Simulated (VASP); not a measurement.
# A VASP study of Bi (optB86b-vdW): structure first, properties next, part 4 of 4

Aim: relax Bi, then compute properties on the relaxed cell. This is not the structure that Bi takes at ambient conditions. The start is a computed cell from the Materials Project.

VASP 6.6.1; optB86b-vdW; plane waves and PAW (Bi_d).

Still holding for the runs below: This run has no spin polarisation. Its electron count is odd, so without a moment it is a metal by construction. The k-mesh is coarse for a metal.

So far. Step 10 (Volume scan with optB86b-vdW (run 5)): The run ends at a pressure of -1.06 GPa.

The starting crystal is not the ambient structure of Bi (space group No. 166); it is a model or a phase of other conditions.

## (11) Volume scan with optB86b-vdW (run 6)

Input file INCAR:

```
SYSTEM = Bi
PREC = Accurate
ENCUT = 400
EDIFF = 1E-06
NELM = 100
ISMEAR = 1
SIGMA = 0.2
LREAL = .FALSE.
ALGO = Normal
GGA = MK
AGGAC = 0
LUSE_VDW = .TRUE.
PARAM1 = 0.1234
PARAM2 = 1
LASPH = .TRUE.
NBANDS = 13
LORBIT = 11
LWAVE = .FALSE.
LCHARG = .FALSE.
KPAR = 2
ISIF = 2
```

Input file POSCAR:

```
Bi
1.0
   -2.0113626037      2.0113626037      2.0113626037
    2.0113626037     -2.0113626037      2.0113626037
    2.0113626037      2.0113626037     -2.0113626037
Bi
1
Direct
    0.0000000000      0.0000000000      0.0000000000
```

Input file KPOINTS:

```
Automatic mesh
0
Gamma
7 7 7
0 0 0
```

PAW data sets: Bi_d (PBE family, release 64).

Command:

```console
mpirun -np 2 vasp_std
```

The program printed:

```text
[... set-up lines as in an earlier step ...]
 entering main loop
       N       E                     dE             d eps       ncg     rms          rms(c)
DAV:   1     0.107290289578E+03    0.10729E+03   -0.67697E+03   525   0.108E+03
DAV:   2     0.563482997918E+01   -0.10166E+03   -0.99106E+02   560   0.314E+02
DAV:   3    -0.357435614538E+00   -0.59923E+01   -0.59773E+01   673   0.802E+01
DAV:   4    -0.497149756037E+00   -0.13971E+00   -0.13967E+00   667   0.133E+01
[...]
DAV:   8    -0.499246010232E+00   -0.89120E-04   -0.43635E-04   625   0.318E-01    0.104E-02
DAV:   9    -0.499244231807E+00    0.17784E-05   -0.99867E-06   700   0.463E-02    0.488E-03
DAV:  10    -0.499245049243E+00   -0.81744E-06   -0.20124E-06   620   0.112E-02
   1 F= -.49924505E+00 E0= -.49810444E+00  d E =-.342182E-02
```

Elapsed: 18 s, on 2 MPI ranks of Intel Xeon Platinum 8259CL at 2.50GHz (Skylake/Cascade Lake), shared host; peak memory 0.49 GiB; 33 s of CPU time.

Parts of OUTCAR (step 11):

```text
  Total       -0.4111716     -0.4111716     -0.4111716      0.0000000      0.0000000      0.0000000
  in kB      -20.2396285    -20.2396285    -20.2396285      0.0000000      0.0000000      0.0000000
  external PRESSURE =     -20.2396285 kB  Pullay stress =       0.0000000 kB

  FREE ENERGIE OF THE ION-ELECTRON SYSTEM (eV)
  ---------------------------------------------------
  free  energy   TOTEN  =        -0.4992450492 eV

  energy  without entropy=       -0.4958232281  energy(sigma->0) =       -0.49810444

[... 2 parts as in an earlier step ...]

[... 2 further parts left out ...]
[key lines of the parts left out:]
E-fermi :   7.2015
```

The pressure falls from -1.06 to -2.02 GPa.

The run ends at a pressure of -2.02 GPa.

## (12) Volume scan with optB86b-vdW (run 7)

A prediction first. A least-squares parabola for the 6 pressures of evenly scaled cells so far, P = 0.01 -57.0 t +129 t² GPa with t = ln(V/V₁) and V₁ the volume at scale 1, gives -2.87 GPa at t = +0.0583.

INCAR is that of step 11.

Input file POSCAR:

```
Bi
1.0
   -2.0241741759      2.0241741759      2.0241741759
    2.0241741759     -2.0241741759      2.0241741759
    2.0241741759      2.0241741759     -2.0241741759
Bi
1
Direct
    0.0000000000      0.0000000000      0.0000000000
```

KPOINTS is that of step 11.

Command:

```console
mpirun -np 2 vasp_std
```

The program printed:

```text
[... set-up lines as in an earlier step ...]
 entering main loop
       N       E                     dE             d eps       ncg     rms          rms(c)
DAV:   1     0.103535029228E+03    0.10354E+03   -0.68178E+03   533   0.110E+03
DAV:   2     0.544880795883E+01   -0.98086E+02   -0.95323E+02   565   0.302E+02
DAV:   3    -0.349554564610E+00   -0.57984E+01   -0.57674E+01   633   0.779E+01
DAV:   4    -0.486808930766E+00   -0.13725E+00   -0.13722E+00   669   0.129E+01
[...]
DAV:   8    -0.490038416453E+00   -0.97795E-04   -0.40975E-04   645   0.305E-01    0.939E-03
DAV:   9    -0.490040062903E+00   -0.16464E-05   -0.93981E-06   677   0.416E-02    0.363E-03
DAV:  10    -0.490040723354E+00   -0.66045E-06   -0.17311E-06   612   0.161E-02
   1 F= -.49004072E+00 E0= -.48883706E+00  d E =-.361098E-02
```

Wall time 19 s (2 MPI ranks); peak memory 0.49 GiB; 33 s of CPU time.

OUTCAR, selected parts (step 12):

```text
  Total       -0.5987092     -0.5987092     -0.5987092     -0.0000000     -0.0000000      0.0000000
  in kB      -28.9149790    -28.9149790    -28.9149790     -0.0000000     -0.0000000      0.0000000
  external PRESSURE =     -28.9149790 kB  Pullay stress =       0.0000000 kB

 POSITION                                       TOTAL-FORCE (eV/Angst)
 -----------------------------------------------------------------------------------
      0.00000      0.00000      0.00000         0.000000     -0.000000      0.000000
 -----------------------------------------------------------------------------------
    total drift:                               -0.000000      0.000000     -0.000000

  FREE ENERGIE OF THE ION-ELECTRON SYSTEM (eV)
  ---------------------------------------------------
  free  energy   TOTEN  =        -0.4900407234 eV

  energy  without entropy=       -0.4864297455  energy(sigma->0) =       -0.48883706

[... 1 part as in an earlier step ...]

[... 2 further parts left out ...]
[key lines of the parts left out:]
E-fermi :   6.9751
```

The pressure falls from -2.02 to -2.89 GPa. The parabola predicted -2.87 GPa, +0.02 GPa off.

## (13) Comparing the runs

Times are for 2 MPI ranks of Intel Xeon Platinum 8259CL at 2.50GHz (Skylake/Cascade Lake), shared host. The series side by side:

| no. | volume scale | energy above the lowest point (meV/atom) | pressure (GPa) | time | memory (GiB) |
| --- | --- | --- | --- | --- | --- |
| 1 | 0.94 | 23.42 | 4.035 | 19 s | 0.49 |
| 2 | 0.96 | 10.29 | 2.555 | 19 s | 0.5 |
| 3 | 0.98 | 2.7 | 1.221 | 19 s | 0.49 |
| 4 | 1 | 0 | 0.01023 | 19 s | 0.5 |
| 5 | 1.02 | 1.81 | -1.063 | 19 s | 0.49 |
| 6 | 1.04 | 7.53 | -2.024 | 18 s | 0.49 |
| 7 | 1.06 | 16.8 | -2.891 | 19 s | 0.49 |

## (14) Fit for optB86b-vdW

This step: Birch-Murnaghan fit, optB86b-vdW; plane waves and PAW (VASP 6.6.1).

This step runs nothing: it gathers the runs above.

Numbers from this step:

```
pressure derivative of the bulk modulus : 4.540
r.m.s. error of the fit                 : 1.24e-5 eV/atom
minimum inside the sampled range        : yes
bulk modulus                            : 56.16 GPa
equilibrium volume of the fit           : 31.35 Å³/atom
```

Energy above the fitted minimum against volume:

| volume (Å³/atom) | energy above the fitted minimum (eV/atom) |
| --- | --- |
| 29.42 | 0.0234 |
| 30.04 | 0.0103 |
| 30.67 | 0.00269 |
| 31.30 | -1.2e-5 |
| 31.92 | 0.00179 |
| 32.55 | 0.00752 |
| 33.17 | 0.0168 |

The fit over cells of fixed shape and fractional positions puts the volume +0.17 % from the relaxed one. At a finite cutoff and mesh the minimum of the energy and the zero of the stress don't quite coincide, and the relaxation stops at a threshold.

## (15) Independent-particle dielectric function (optB86b-vdW)

This step: optB86b-vdW; plane waves and PAW (Bi_d) (VASP 6.6.1).

LOPTICS sums transitions from filled to empty bands. The mesh is finer than in the run before. NBANDS is raised for it.

Edit INCAR of step 12 so:

```diff
@@ -15,3 +15,3 @@
 LASPH = .TRUE.
-NBANDS = 13
+NBANDS = 15
 LORBIT = 11
@@ -20,2 +20,4 @@
 KPAR = 2
-ISIF = 2
+LOPTICS = .TRUE.
+NEDOS = 1500
+CSHIFT = 0.1
```

Input file POSCAR:

```
Bi
1.0
   -1.9852380545      1.9852380545      1.9852380545
    1.9852380545     -1.9852380545      1.9852380545
    1.9852380545      1.9852380545     -1.9852380545
Bi
1
Direct
    0.0000000000      0.0000000000      0.0000000000
```

Input file KPOINTS:

```
Automatic mesh
0
Gamma
10 10 10
0 0 0
```

Command:

```console
mpirun -np 2 vasp_std
```

The program printed:

```text
[... set-up lines as in an earlier step ...]
 entering main loop
       N       E                     dE             d eps       ncg     rms          rms(c)
DAV:   1     0.107679355731E+03    0.10768E+03   -0.63848E+03  1438   0.954E+02
DAV:   2     0.566171538975E+01   -0.10202E+03   -0.98608E+02  1606   0.291E+02
DAV:   3    -0.419230910950E+00   -0.60809E+01   -0.60705E+01  1851   0.714E+01
DAV:   4    -0.549510077612E+00   -0.13028E+00   -0.13027E+00  1694   0.110E+01
DAV:   5    -0.554784468771E+00   -0.52744E-02   -0.52743E-02  2023   0.201E+00    0.408E-01
DAV:   6    -0.552021939475E+00    0.27625E-02   -0.63965E-03  1835   0.100E+00    0.238E-01
DAV:   7    -0.551816858248E+00    0.20508E-03   -0.38242E-03  1879   0.774E-01    0.700E-02
DAV:   8    -0.551908847261E+00   -0.91989E-04   -0.45631E-04  1781   0.290E-01    0.101E-02
DAV:   9    -0.551907206988E+00    0.16403E-05   -0.11252E-05  1922   0.433E-02    0.457E-03
DAV:  10    -0.551907633298E+00   -0.42631E-06   -0.17648E-06  1718   0.986E-03
   1 F= -.55190763E+00 E0= -.55177571E+00  d E =-.395779E-03
 optical routines
 imaginary and real dielectric function
 recalculating local potential from charge density
 direction            1
 direction            2
 direction            3
```

The job ended after 24 s (2 MPI ranks; peak memory 0.51 GiB).

OUTCAR, selected parts (step 15):

```text
   k-points           NKPTS =     47   k-points in BZ     NKDIM =     47   number of bands    NBANDS=     15

   NELECT =      15.0000    total number of electrons

 E-fermi :   7.7287

 k-point     1 :       0.0000    0.0000    0.0000
  band No.  band energies     occupation
    ...
      2     -15.2278      2.00000
      3     -15.2278      2.00000
      4     -15.1005      2.00000
      5     -15.1005      2.00000
      6      -5.7727      2.00000
      7      12.7275      0.00000
      8      12.7275      0.00000
      9      12.7275      0.00000
     10      16.9050      0.00000
     11      18.3164      0.00000
    ...

  Total       -0.1696938     -0.1696938     -0.1696938      0.0000000      0.0000000     -0.0000000
  in kB       -8.6871791     -8.6871791     -8.6871791      0.0000000      0.0000000     -0.0000000
  external PRESSURE =      -8.6871791 kB  Pullay stress =       0.0000000 kB

  FREE ENERGIE OF THE ION-ELECTRON SYSTEM (eV)
  ---------------------------------------------------
  free  energy   TOTEN  =        -0.5519076333 eV

  energy  without entropy=       -0.5515118546  energy(sigma->0) =       -0.55177571

Total vdW correction in eV:      2.4726607

Total vdW correction in eV:      2.4726607

 plasma frequency squared (from intraband transitions) (eV^2)
  --------------------------------------------------------------------------------------
      72.659       0.000      -0.000
       0.000      72.659       0.000
      -0.000       0.000      72.659

[... 8 parts as in an earlier step ...]

[... 9 further parts left out ...]
```

The imaginary part turns negative at the lowest energies, an artefact of Methfessel-Paxton occupations outside 0 and 1. These are independent-particle spectra without excitons or local fields. Fine structure and low peaks depend on the mesh and on CSHIFT. The intraband (Drude) part is not in this spectrum.

Numbers from this step:

| Quantity | Value |
| --- | --- |
| bands | 15 |
| irreducible k-points | 47 |
| free energy (TOTEN) | -0.5519 eV |
| energy at zero smearing | -0.5518 eV |
| Fermi energy | 7.729 eV |
| pressure | -0.8687 GPa |

The imaginary dielectric function, xx has structure finer than the step of the table below, so its rows give means over 1 eV, whole bins alone (the curve runs from 0 to 25.0 eV). Peaks (eV: height): 1.1: 12.7, 1.6: 13.7, 2.4: 15.4, 3.0: 19.5.

The imaginary dielectric function, xx by photon energy; means over each step:

| photon energy (eV) | imaginary dielectric function, xx |
| --- | --- |
| 1 | 5.42 |
| 2 | 11.9 |
| 3 | 13.2 |
| 4 | 4.30 |
| 5 | 4.20 |
| 6 | 2.80 |
| 7 | 1.21 |
| 8 | 0.988 |
| 9 | 0.663 |
| 10 | 0.630 |
| 11 | 1.17 |
| 12 | 0.869 |
| 13 | 1.02 |
| 14 | 0.622 |
| 15 | 0.371 |
| 16 | 0.314 |
| 17 | 0.167 |
| 18 | 0.137 |
| 19 | 0.0886 |
| 20 | 0.0734 |
| 21 | 0.0697 |
| 22 | 0.0659 |
| 23 | 0.280 |
| 24 | 0.514 |

The real dielectric function, xx by photon energy:

| photon energy (eV) | real dielectric function, xx |
| --- | --- |
| 0 | 10.4 |
| 1 | 21.3 |
| 2 | 10.1 |
| 3 | 1.61 |
| 4 | -1.50 |
| 5 | -0.350 |
| 6 | -1.75 |
| 7 | -1.46 |
| 8 | -0.981 |
| 9 | 0.0592 |
| 10 | 0.482 |
| 11 | 1.01 |
| 12 | 0.255 |
| 13 | 0.271 |
| 14 | 0.00317 |
| 15 | 0.116 |
| 16 | 0.423 |
| 17 | 0.537 |
| 18 | 0.541 |
| 19 | 0.680 |
| 20 | 0.755 |
| 21 | 0.855 |
| 22 | 0.972 |
| 23 | 1.16 |
| 24 | 1.06 |

At these settings, which differ from those of the relaxation, the cell is under a tension of 0.9 GPa.

## (16) What came out

```yaml
relaxed_volume: 31.30 Å³/atom
relaxed_conventional_cell_a_b_c: 3.970, 3.970, 3.970 Å
space_group_after_relaxing_within_0p02_a: Im-3m (No. 229)
band_gap: none, a metal
dos_at_the_fermi_level: 0.677 states/eV/cell
bulk_modulus_from_the_fit: 56.2 GPa
volume_from_the_fit: 31.3 Å³/atom
```

What this shows: With optB86b-vdW, Bi relaxes to 31.30 Å³/atom in space group Im-3m (held by the symmetry of the run), comes out as a metal and has a bulk modulus of 56.2 GPa. Band structure (optB86b-vdW): Of the bands kept, 3 cross the Fermi level on this path. Spin-orbit coupling is left out, and with elements this heavy it would split and shift bands near the Fermi level. The k-sampling is coarse for a metal, so the Fermi level, pressures and the shape of the cell carry errors. No search among competing phases was made. All values are for a static lattice at zero temperature.

[Lines on the potential files, build, host, timing and source positions are cut from VASP's logs without a mark.]

[Logs are printed without paths, hosts, clocks, repeated set-up lines and the standing remarks that a program may print on its own settings, such as how far it seeks lower states.]

[Hosts, paths, dates, database ids (printed as entryN), source tags and the programs' standing remarks are cut or masked in the printed files.]

[A measured line is paired with the nearest computed mode of its activity, which favours agreement.]

[In band tables of VASP the shares of atoms and orbitals are scaled to a sum of 1 inside the atoms' spheres.]
